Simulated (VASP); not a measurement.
Set up this calculation in VASP 6.6.1, as the native input.

* Task: single point
* Functional: PBE
* Potentials or basis: VASP PAW PBE potentials, release 64 (Ge_d, As)
* Cutoff: 520 eV
* k mesh: 12 × 12 × 2
* Occupations: gaussian, width 0.1 eV
* Spin: no spin polarisation
* Dipole correction: no
* Further INCAR settings: ALGO = Fast; EDIFF = 1e-06; NBANDS = 63

The structure of Ge3As2 lies in POSCAR:

```
Ge3As2
1.0
    3.8045920469      0.0000000000      0.0000000000
   -1.9022960234      3.2948733637      0.0000000000
    0.0000000000      0.0000000000     18.7237231634
Ge As
6 4
Direct
    0.0000000000      0.0000000000      0.0000000000
    0.0000000000      0.0000000000      0.3259538944
    0.0000000000      0.0000000000      0.6740461056
    0.0000000000      0.0000000000      0.1740461056
    0.0000000000      0.0000000000      0.5000000000
    0.0000000000      0.0000000000      0.8259538944
    0.3333333333      0.6666666667      0.0999351675
    0.3333333333      0.6666666667      0.4000648325
    0.6666666667      0.3333333333      0.5999351675
    0.6666666667      0.3333333333      0.9000648325
```

The cell was built by a generator and needn't be a form met in nature.

The cell isn't the ideal one: ordered vacancies on the anion sites of nickel arsenide (P6_3/mmc, No. 194).

These files were run (other wordings do the same):

INCAR

```
SYSTEM = Ge3As2
  PREC = Accurate
  ENCUT = 520
  EDIFF = 1E-6
  ISMEAR = 0
  SIGMA = 0.1
  LREAL = .FALSE.
  LASPH = .TRUE.
  NELM = 100
  ALGO = Fast
  ISIF = 2
  LWAVE = .FALSE.
  LCHARG = .TRUE.
  GGA = PE
  LELF = .TRUE.
  LVHAR = .TRUE.
  NBANDS = 63
```

KPOINTS

```
regular mesh
0
G
  12 12 2
  0 0 0
```

Potentials or basis: VASP PAW PBE potentials, release 64 (Ge_d, As).

The run is started by

```console
$ cat potpaw_PBE.64/Ge_d/POTCAR potpaw_PBE.64/As/POTCAR > POTCAR
$ mpirun -np 1 vasp_std > vasp.out
```

It gave:

```
Pressure               : 0.1 GPa
Largest force          : 0.017 eV/Å
Band gap on the k mesh : none (metal or under the smearing width)
```

It took 7.5 min on 1 thread of AMD EPYC 9R45 (Zen 5) (shared host), peak memory 0.53 GiB.
